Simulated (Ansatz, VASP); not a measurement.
## Hf7Si (Hf(0001)-(2x1)-Si surface alloy) in two plane-wave programs

Aim: how closely do two programs agree when they are given the same cell, functional and k mesh? The cell is taken from a series of runs on this material, whose earlier steps may have relaxed, scaled, displaced or heated it; both programs get it as it stands.

Program: Ansatz 0.2.0. Level of theory: plane waves, with VASP 6.6.1 beside it; LDA. Results are calculated unless marked as measured.

**1. Starting point**

The cell holds 8 atoms: 7 Hf and 1 Si. Its edges and angles: a = 6.400 Å, b = 3.200 Å, c = 24.894 Å, α = 90.0°, β = 90.0°, γ = 60.0°. Vacuum lies along c.

Structure file:

```xyz
8
Lattice="6.4000 0.0000 0.0000 1.6000 2.7713 0.0000 0.0000 0.0000 24.8936" Properties=species:S:1:pos:R:3
Hf    3.2000    1.8475    8.5000
Hf    6.4000    1.8475    8.5000
Hf    0.0000    0.0000   11.0312
Hf    3.2000    0.0000   11.0312
Hf    3.2088    1.8424   13.7353
Hf    6.4175    1.8374   13.5274
Hf    6.1619    0.1374   15.9788
Si    4.9251    2.6991   15.8657
```

**2. VASP: single point, LDA**

A single point takes one fixed geometry, so differences don't come from the geometry; what else differs is listed under the comparison.

Lines of VASP's logs that name or quote its potential files are left out, and so is its time.

Input file INCAR:

```
SYSTEM = Hf7Si
PREC = Accurate
ENCUT = 400
EDIFF = 1E-06
NELM = 120
ISMEAR = -1
SIGMA = 0.05
LREAL = .FALSE.
ALGO = Normal
GGA = PW92
NBANDS = 45
LASPH = .TRUE.
LORBIT = 11
LWAVE = .FALSE.
LCHARG = .FALSE.
ISIF = 2
LDIPOL = .TRUE.
IDIPOL = 3
DIPOL = 0.5 0.5 0.493
LVHAR = .TRUE.
GGA_COMPAT = .FALSE.
NELMDL = -8
KPAR = 2
```

Input file POSCAR:

```
Hf7Si
1.0
    6.4000000000      0.0000000000      0.0000000000
    1.6000000000      2.7712812921      0.0000000000
    0.0000000000      0.0000000000     24.8936000000
Hf Si
7 1
Direct
    0.3333333300      0.6666666700      0.3414532249
    0.8333333300      0.6666666700      0.3414532249
    0.0000000000      0.0000000000      0.4431339782
    0.5000000000      0.0000000000      0.4431339782
    0.3351701795      0.6648298205      0.5517604677
    0.8369753400      0.6630246600      0.5434076532
    0.9504047009      0.0495952991      0.6418830084
    0.5260544843      0.9739455157      0.6373393871
```

Input file KPOINTS:

```
Automatic mesh
0
Gamma
12 24 1
0 0 0
```

Potentials, in the order of the species: Hf_pv and Si (LDA family, release 64).

Started as:

```console
mpirun -np 2 vasp_std
```

Numbers of over 12 decimals in the logs are rounded to 6 here.

What it wrote:

```text
[banner, memory and clock lines left out]
running    2 mpi-ranks, on    1 nodes
 distrk:  each k-point on    1 cores,    2 groups
 distr:  one band on    1 cores,    1 groups

 POSCAR found type information on POSCAR HfSi
 POSCAR found :  2 types and       8 ions
|                                                                             |
|               ----> ADVICE to this user running VASP <----                  |
|                                                                             |
|     You enforced a specific xc type in the INCAR file but a different       |
|     [... a line on the potential file left out ...]
|     I HOPE YOU KNOW WHAT YOU ARE DOING!                                     |
|                                                                             |

 LDA part: xc-table for (Slater(with rela. corr.)+PW92), standard interpolation
 POSCAR, INCAR and KPOINTS ok, starting setup
 FFT: planning ... GRIDC
 FFT: planning ... GRID_SOFT
 FFT: planning ... GRID
 WAVECAR not read
 entering main loop
       N       E                     dE             d eps       ncg     rms          rms(c)
DAV:   1     0.267800268251E+03    0.26780E+03   -0.36053E+04 10490   0.112E+03
DAV:   2    -0.581367490512E+02   -0.32594E+03   -0.31850E+03  9001   0.275E+02
DAV:   3    -0.815477779390E+02   -0.23411E+02   -0.22550E+02 10125   0.531E+01
DAV:   4    -0.830247380023E+02   -0.14770E+01   -0.14331E+01 11132   0.111E+01
DAV:   5    -0.830788736576E+02   -0.54136E-01   -0.53450E-01 10745   0.195E+00
DAV:   6    -0.830818728781E+02   -0.29992E-02   -0.29815E-02 11084   0.405E-01
DAV:   7    -0.830820178722E+02   -0.14499E-03   -0.14450E-03 10769   0.865E-02
DAV:   8    -0.830820293953E+02   -0.11523E-04   -0.11496E-04 10812   0.201E-02    0.120E+02
DAV:   9    -0.992448370804E+02   -0.16163E+02   -0.13670E+02 11678   0.350E+01    0.727E+01
DAV:  10    -0.345528079881E+03   -0.24628E+03   -0.41352E+03 10694   0.910E+01    0.803E+01
DAV:  11    -0.115068051938E+03    0.23046E+03   -0.14472E+03 11823   0.820E+01    0.724E+01
DAV:  12    -0.956106830427E+02    0.19457E+02   -0.26264E+02 10108   0.413E+01    0.661E+01
DAV:  13    -0.889909414117E+02    0.66197E+01   -0.39407E+01 10468   0.156E+01    0.503E+01
DAV:  14    -0.841805795596E+02    0.48104E+01   -0.60433E+00 11268   0.533E+00    0.387E+01
[...]
DAV:  54    -0.766960523068E+02   -0.13077E-04   -0.18188E-05  7311   0.743E-03    0.951E-03
DAV:  55    -0.766960606401E+02   -0.83333E-05   -0.21810E-06  5424   0.382E-03    0.603E-03
DAV:  56    -0.766960685362E+02   -0.78960E-05   -0.85135E-07  5043   0.228E-03    0.540E-03
DAV:  57    -0.766960760853E+02   -0.75491E-05   -0.58823E-07  5047   0.204E-03    0.119E-02
DAV:  58    -0.766960810957E+02   -0.50104E-05   -0.21653E-07  4787   0.114E-03    0.899E-03
DAV:  59    -0.766960839452E+02   -0.28494E-05   -0.15650E-07  4583   0.114E-03    0.553E-03
DAV:  60    -0.766960863306E+02   -0.23854E-05   -0.12980E-07  4568   0.139E-03    0.201E-03
DAV:  61    -0.766960867784E+02   -0.44784E-06   -0.53357E-08  4335   0.956E-04
   1 F= -.76696087E+02 E0= -.76648441E+02  d E =-.952911E-01
```

From OUTCAR (step 2):

```text
ion  position               nearest neighbor table
   1  0.333  0.667  0.341-   3 3.13   4 3.13   4 3.13   2 3.20   2 3.20   2 3.20   2 3.20
   2  0.833  0.667  0.341-   4 3.13   3 3.13   3 3.13   1 3.20   1 3.20   1 3.20   1 3.20
   3  0.000  0.000  0.443-   6 3.10   6 3.10   1 3.13   2 3.13   2 3.13   4 3.20   4 3.20   4 3.20
                             4 3.20   5 3.28
   4  0.500  0.000  0.443-   6 3.12   2 3.13   1 3.13   1 3.13   3 3.20   3 3.20   3 3.20   3 3.20
                             5 3.27   5 3.27
   5  0.335  0.665  0.552-   8 2.87   8 2.87   7 3.10   6 3.20   6 3.20   6 3.22   6 3.22   4 3.27
                             4 3.27   3 3.28
   6  0.837  0.663  0.543-   8 2.90   7 2.99   7 2.99   3 3.10   3 3.10   4 3.12   5 3.20   5 3.20
                             5 3.22   5 3.22
   7  0.950  0.050  0.642-   8 2.85   8 2.85   6 2.99   6 2.99   5 3.10
   8  0.526  0.974  0.637-   7 2.85   7 2.85   5 2.87   5 2.87   6 2.90

  LATTYP: Found a simple orthorhombic cell.
 ALAT       =     3.2000000000
 B/A-ratio  =     1.7320508076
 C/A-ratio  =     7.7792500000

 Subroutine GETGRP returns: Found  2 space group operations
 (whereof  2 operations were pure point group operations)

The static configuration has the point symmetry C_1h.

 Found     85 irreducible k-points:

   k-points           NKPTS =     85   k-points in BZ     NKDIM =     85   number of bands    NBANDS=     45

   dimension x,y,z NGX =    42 NGY =   24 NGZ =  162
   dimension x,y,z NGXF=    84 NGYF=   48 NGZF=  324

   ENCUT  =  400.0 eV  29.40 Ry    5.42 a.u.  10.44  5.22 40.60*2*pi/ulx,y,z

   NELECT =      74.0000    total number of electrons

 k-points in reciprocal lattice and weights: Automatic mesh
   0.00000000  0.00000000  0.00000000       0.003
   0.08333333  0.00000000  0.00000000       0.007
   0.16666667 -0.00000000  0.00000000       0.007
   0.25000000 -0.00000000  0.00000000       0.007
   0.33333333 -0.00000000  0.00000000       0.007
   0.41666667  0.00000000  0.00000000       0.007
   0.50000000 -0.00000000  0.00000000       0.003
   0.00000000  0.04166667  0.00000000       0.014
   0.16666667  0.04166667  0.00000000       0.014
[...]
0.41666667  0.50000000  0.00000000       0.007
   0.50000000  0.50000000  0.00000000       0.003

 dipolmoment           0.000000      0.000000     -0.040327 electrons x Angstroem

 average (electrostatic) potential at core
       1 -43.4185       2 -43.4246       3 -42.9150       4 -43.0106       5 -43.1273
       6 -42.7441       7 -43.6947       8 -91.4334

 E-fermi :  -0.5704

 k-point     1 :       0.0000    0.0000    0.0000
  band No.  band energies     occupation
    ...
     30      -2.7062      2.00000
     31      -2.0279      2.00000
     32      -1.4379      2.00000
     33      -1.3331      2.00000
     34      -0.6529      1.67766
     35      -0.4073      0.07382
     36      -0.1812      0.00083
     37      -0.1305      0.00030
     38       0.1447      0.00000
     39       0.4393      0.00000
    ...

 k-point     2 :       0.0833    0.0000    0.0000
  band No.  band energies     occupation
    ...
     30      -2.6747      2.00000
     31      -2.0105      2.00000
     32      -1.4561      2.00000
     33      -1.3323      2.00000
     34      -0.6736      1.77483
     35      -0.4120      0.08072
     36      -0.2183      0.00175
     37      -0.1630      0.00058
     38       0.1312      0.00000
     39       0.3969      0.00000
    ...

 k-point     3 :       0.1667   -0.0000    0.0000
  band No.  band energies     occupation
    ...
     30      -2.5824      2.00000
     31      -1.9546      2.00000
     32      -1.4816      2.00000
     33      -1.3281      2.00000
     34      -0.7534      1.94981
     35      -0.4339      0.12245
     36      -0.3379      0.01896
     37      -0.2058      0.00136
     38       0.0920      0.00000
     39       0.2479      0.00000
    ...

  Total      -15.2883241    -15.3275168    -10.3380477     -0.0339419      0.0688983     -0.1193353
  in kB      -55.4781759    -55.6203982    -37.5146435     -0.1231681      0.2500179     -0.4330431
  external PRESSURE =     -49.5377392 kB  Pullay stress =       0.0000000 kB

  energy-cutoff  :      400.00
  volume of cell :      441.52
      direct lattice vectors                 reciprocal lattice vectors
     6.400000000  0.000000000  0.000000000     0.156250000 -0.090210980  0.000000000
     1.600000000  2.771281292  0.000000000     0.000000000  0.360843918  0.000000000
     0.000000000  0.000000000 24.893600000     0.000000000  0.000000000  0.040170968

 POSITION                                       TOTAL-FORCE (eV/Angst)
 -----------------------------------------------------------------------------------
      3.20000      1.84752      8.50000         0.051632     -0.029810      1.173029
      6.40000      1.84752      8.50000        -0.009405      0.005430      1.069907
      0.00000      0.00000     11.03120         0.230023     -0.132804     -1.012077
      3.20000      0.00000     11.03120        -0.274341      0.158391     -0.329673
      3.20882      1.84243     13.73530        -0.084639      0.048866     -0.005902
      6.41748      1.83743     13.52737         0.080831     -0.046668      0.072592
      6.16194      0.13744     15.97878        -0.124796      0.072051     -0.647838
      4.92506      2.69908     15.86567         0.130694     -0.075456     -0.320039
 -----------------------------------------------------------------------------------
    total drift:                                0.000019     -0.000004      0.001685

  FREE ENERGIE OF THE ION-ELECTRON SYSTEM (eV)
  ---------------------------------------------------
  free  energy   TOTEN  =       -76.6960867784 eV

  energy  without entropy=      -76.6007956799  energy(sigma->0) =      -76.64844123

 vacuum level on the upper side and lower side of the slab         3.584         3.995

 total charge
# of ion       s       p       d       tot
------------------------------------------
    1        0.413   6.244   1.528   8.185
    2        0.414   6.242   1.529   8.185
    3        0.394   6.375   1.575   8.344
    4        0.389   6.371   1.546   8.306
    5        0.369   6.362   1.554   8.285
    6        0.389   6.406   1.622   8.417
    7        0.388   6.219   1.553   8.159
    8        0.806   0.778   0.000   1.584
--------------------------------------------------
tot          3.561  44.996  10.907  59.464

[... 3 further parts left out ...]
```

(Continued in part 2 of 2.)

[Lines on the potential files, build, host, timing and source positions are cut from VASP's logs without a mark.]

[Logs are printed without paths, hosts, clocks, repeated set-up lines and the standing remarks that a program may print on its own settings, such as how far it seeks lower states.]

[Hosts, paths, dates, database ids (printed as entryN), source tags and the programs' standing remarks are cut or masked in the printed files.]
